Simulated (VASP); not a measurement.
The system is Ru2Pb3.

```
CELL_PARAMETERS angstrom
4.73279 0.00000 0.00000
-2.36639 4.09872 0.00000
0.00000 0.00000 5.81169
ATOMIC_POSITIONS crystal
Ru 0.66667 0.33333 0.50000
Ru 0.33333 0.66667 0.00000
Pb 0.00000 0.00000 0.74540
Pb 0.00000 0.00000 0.25460
Pb 0.66667 0.33333 0.00000
```

The cell was built by a generator and needn't be a form met in nature.

* Program: VASP 6.6.1
* Task: relaxation of the atoms
* Functional: LDA
* Potentials or basis: VASP PAW LDA potentials, release 64 (Ru_pv, Pb_d)
* Cutoff: 520 eV
* k mesh: 7 × 7 × 5
* Occupations: methfessel-paxton, width 0.1 eV
* Spin: no spin polarisation

At the start: pressure -0.9 GPa; volume 22.55 Å³/atom.

Question: Where does the relaxation end?

Answer: Over 3 steps the energy falls by 10.2 meV/atom; space group P-6m2 (No. 187, to 0.05 Å).

The path:
```csv
step,energy change (eV),largest force (eV/Å),pressure (GPa)
1,0.0000,1.0840,-0.89
2,-0.0504,0.1441,-1.12
3,-0.0512,0.0074,-1.13
```

Final structure:
```cif
data_structure
_symmetry_space_group_name_H-M 'P 1'
_symmetry_Int_Tables_number 1
_cell_length_a 4.7328
_cell_length_b 4.7328
_cell_length_c 5.8117
_cell_angle_alpha 90.000
_cell_angle_beta 90.000
_cell_angle_gamma 120.000
_cell_volume 112.74
loop_
_atom_site_label
_atom_site_type_symbol
_atom_site_fract_x
_atom_site_fract_y
_atom_site_fract_z
_atom_site_occupancy
Ru1 Ru 0.66667 0.33333 0.50000 1
Ru2 Ru 0.33333 0.66667 0.00000 1
Pb1 Pb 0.00000 0.00000 0.73740 1
Pb2 Pb 0.00000 0.00000 0.26260 1
Pb3 Pb 0.66667 0.33333 0.00000 1
```
